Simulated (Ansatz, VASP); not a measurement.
**One calculation of BPd4, two programs**

Contents of INCAR:

```
ALGO = Fast
EDIFF = 1E-6
ENCUT = 520
GGA = PS
ISIF = 2
ISMEAR = -1
LASPH = T
LCHARG = F
LREAL = F
LWAVE = F
NBANDS = 30
NELM = 80
PREC = Accurate
SIGMA = 0.05
```

The input KPOINTS:

```
k-points
0
Gamma
  9 6 5
```

File POSCAR:

```
BPd4
1.0
    2.8920299704      0.0000000000      0.0000000000
    0.0000000000      4.3650077954      0.0000000000
    0.0000000000      0.0000000000      5.8563150000
Pd B
4 1
Direct
    0.5000000000      0.0000000000      0.1975780000
    0.0000000000      0.0000000000      0.6194700000
    0.0000000000      0.5000000000      0.3291640000
    0.5000000000      0.5000000000      0.8675610000
    0.5000000000      0.0000000000      0.8632270000
```

Contents of input.yaml:

```yaml
crystal:
  lattice:
    - [2.8920299704, 0.0, 0.0]
    - [0.0, 4.3650077954, 0.0]
    - [0.0, 0.0, 5.856315]
  atoms:
    - { symbol: Pd, position: [0.5, 0.0, 0.197578] }
    - { symbol: Pd, position: [0.0, 0.0, 0.61947] }
    - { symbol: Pd, position: [0.0, 0.5, 0.329164] }
    - { symbol: Pd, position: [0.5, 0.5, 0.867561] }
    - { symbol: B, position: [0.5, 0.0, 0.863227] }
hamiltonian:
  xc: pbesol
  pseudopotentials: { kind: paw }
kpoints:
  mp_grid: { grid: [9, 6, 5] }
scf:
  occupations: { method: fermi_dirac, width: 0.05 }
  n_extra_bands: 12
output:
  forces: true
  stress: true
  eigenvalues: true
  dos: { projected: true, de: 0.05, nscf_kmesh: { grid: [14, 9, 8] } }
  write_density: true
  write_potential: true
  elf: true
  volumetric_format: npy
```

The cell comes from a database or a generator and needn't be the stable form of this composition.

Alike in both runs: functional PBEsol; k mesh 9 × 6 × 5; occupations fermi-dirac, width 0.05 eV; no spin polarisation.

|  | VASP | Ansatz |
| --- | --- | --- |
| version | VASP 6.6.1 | Ansatz 0.2.0 |
| potentials or method | VASP PAW PBE potentials, release 64 (Pd, B) | Ansatz PAW |
| plane-wave cutoff (eV) | 520 | 420 |
| valence electrons in the cell | 43 | 75 |
| task | single point | projected density of states |

```csv
,VASP,Ansatz,Ansatz less VASP
gap on the k mesh at the Fermi level (eV),none,none,-
pressure (GPa),-8.5,-8.5,-0.08
largest component of the traceless stress (GPa),0.33,0.24,-0.085
rms of the force components (eV/Å),0.049,0.065,+0.0158
```

Atom by atom the forces differ by 0.024 eV/Å (rms over components). A gap of «none» marks a metal or a gap that the smearing closes. The two sets of potentials don't hold the same shells in valence.

Caveats: the PAW data sets were made with another functional, which shifts forces and pressure a little (VASP); the PAW data sets come from PBE, with cores solved anew for the run's functional, which leaves a small shift of forces and pressure (Ansatz); the density of states is complete only up to the lowest level of the last band computed (Ansatz).
